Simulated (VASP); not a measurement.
Given:

```xyz
1
Lattice="0.0000 2.0424 2.0424 2.0424 0.0000 2.0424 2.0424 2.0424 0.0000" Properties=species:S:1:pos:R:3 pbc="T T T"
Al     0.0000     0.0000     0.0000
```

Computed with TPSS meta-GGA, VASP's PBE PAW potentials (set 64) (plane waves; VASP 6.6.1). Run with 520 eV cut-off, 16×16×16 Γ-centred mesh, first-order Methfessel-Paxton smearing of 0.10 eV, potentials Al.

### Question
Give the stress tensor in GPa (positive for a compressed cell).

### Answer

```
-4.27   0.00   0.00
 0.00  -4.27   0.00
 0.00   0.00  -4.27
```
The pressure is its mean diagonal, -4.27 GPa.

The compound is Al in the fcc structure. This cell is one point of a volume scan, at 1.06 of the reference volume.
